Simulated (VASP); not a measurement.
Input of a VASP 6.6.1 run:

INCAR

```
PREC     = Accurate       # precision mode
ENCUT    = 520            # plane-wave cutoff, eV
EDIFF    = 1E-7           # SCF threshold, eV
ISMEAR   = 0              # smearing method
SIGMA    = 0.2            # smearing width, eV
LREAL    = F              # projectors in reciprocal space
LASPH    = T              # aspherical terms in the spheres
NELM     = 100            # most SCF steps
ALGO     = Normal         # electronic algorithm
ISIF     = 2              # what is computed and relaxed
LWAVE    = F              # write WAVECAR
LCHARG   = F              # write CHGCAR
GGA      = PS             # functional
NBANDS   = 16             # bands
```

Contents of KPOINTS:

```
Automatic mesh
0
Gamma
  6 6 6
  0.5 0.5 0.5
```

File POSCAR:

```
SrAlH3
1.0
    4.5854600000      0.0000000000      0.0000000000
    0.0000000000      4.5854600000      0.0000000000
    0.0000000000      0.0000000000      4.5854600000
Sr Al H
1 1 3
Direct
    0.5000000000      0.5436161258      0.5000000000
    0.0000000000      0.0000000000      0.0000000000
    0.0000000000      0.5000000000      0.5000000000
    0.5000000000      0.5000000000      0.0000000000
    0.5000000000      0.0000000000      0.5000000000
```

Potentials or basis: VASP PAW PBE potentials, release 64 (Sr_sv, Al, H).

Command:

```bash
$ cat potpaw_PBE.64/Sr_sv/POTCAR potpaw_PBE.64/Al/POTCAR potpaw_PBE.64/H/POTCAR > POTCAR
$ mpirun -np 1 vasp_std > vasp.out
```

(1) Estimate the pressure.

(2) Predict the largest force.

(3) Estimate the band gap on the k mesh.

Answers

(1) -0.9 GPa.

(2) 1.328 eV/Å.

(3) 0.51 eV, indirect (least direct gap 1.36 eV).

Caveat: the PAW data sets were made with another functional, which shifts forces and pressure a little.
